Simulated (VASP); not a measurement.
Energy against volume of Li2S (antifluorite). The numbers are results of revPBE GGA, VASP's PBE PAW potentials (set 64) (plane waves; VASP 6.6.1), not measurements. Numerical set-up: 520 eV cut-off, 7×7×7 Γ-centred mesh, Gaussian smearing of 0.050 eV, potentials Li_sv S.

```
V (Å³/atom)  E (eV/atom)
-----------  -----------
14.969          -3.81179
15.446          -3.81860
15.924          -3.82135
16.402          -3.82062
```

Q: Fit these four points and predict the energy of the run at 16.879 Å³/atom.

A: A cubic in V^(−2/3), the third-order Birch-Murnaghan form, passes through the four points with V0 = 16.05 Å³/atom and B0 = 37 GPa, and gives -3.8169 eV/atom there. The run gave -3.8168 eV/atom, +0.1 meV/atom from the fit; all five points give B0 = 38 GPa.

The compound is Li2S in the antifluorite structure. It was relaxed first.
